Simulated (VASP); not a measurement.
A VASP calculation is set up with these files.

**KPOINTS**
```
Automatic mesh
0
Gamma
 9 9 9
0 0 0
```

**INCAR**
```
SYSTEM=HfO2
PREC=Accurate; ENCUT=520; LREAL=F
LASPH=T
EDIFF=1E-7; NELM=100; ALGO=Normal
LMAXMIX=6
ISMEAR=-5
GGA=PE; IVDW=11
ISIF=2
LWAVE=F; LCHARG=T; LORBIT=11
NEDOS=601
LEFG=T
```

### POSCAR
```
HfO2
1
    0.0000000000     2.5249000414     2.5249000414
    2.5249000414     0.0000000000     2.5249000414
    2.5249000414     2.5249000414     0.0000000000
Hf O
1 2
Direct
  0.0000000000   0.0000000000   0.0000000000
  0.2500000000   0.2500000000   0.2500000000
  0.7500000000   0.7500000000   0.7500000000
```

POTCAR, in this order: Hf_pv O (PBE.64 set). Program: vasp_std.

Question: Translate this PBE-D3 (zero damping) calculation to Quantum ESPRESSO's pw.x.

Answer: One equivalent input (not run):
```
&CONTROL
  calculation = 'scf'
  pseudo_dir = './pseudo'
  outdir = './out'
  tprnfor = .true.
  tstress = .true.
/
&SYSTEM
  ibrav = 0
  nat = 3
  ntyp = 2
  ecutwfc = 84
  occupations = 'tetrahedra'
  input_dft = 'pbe'
  vdw_corr = 'grimme-d3'
  dftd3_version = 3
  dftd3_threebody = .false.
/
&ELECTRONS
  conv_thr = 7.3e-09
  electron_maxstep = 100
/
ATOMIC_SPECIES
  Hf 178.490 Hf.upf
  O 15.999 O.upf
CELL_PARAMETERS angstrom
     0.0000000    2.5249000    2.5249000
     2.5249000    0.0000000    2.5249000
     2.5249000    2.5249000    0.0000000
ATOMIC_POSITIONS crystal
  Hf   0.0000000  0.0000000  0.0000000
  O    0.2500000  0.2500000  0.2500000
  O    0.7500000  0.7500000  0.7500000
K_POINTS automatic
  9 9 9 0 0 0
```
What does not carry over: the potentials are each code's own (VASP's PAW set, PseudoDojo norm-conserving files in pw.x), so ENCUT and ecutwfc are chosen apart and not converted; conv_thr bounds pw.x's estimated SCF error, while EDIFF bounds the energy change between steps; the field gradients of LEFG aren't asked of the other code.

The compound is HfO2 in the fluorite structure, the high-temperature cubic form, which is unstable at 0 K; the monoclinic form is the stable one. It was relaxed first.
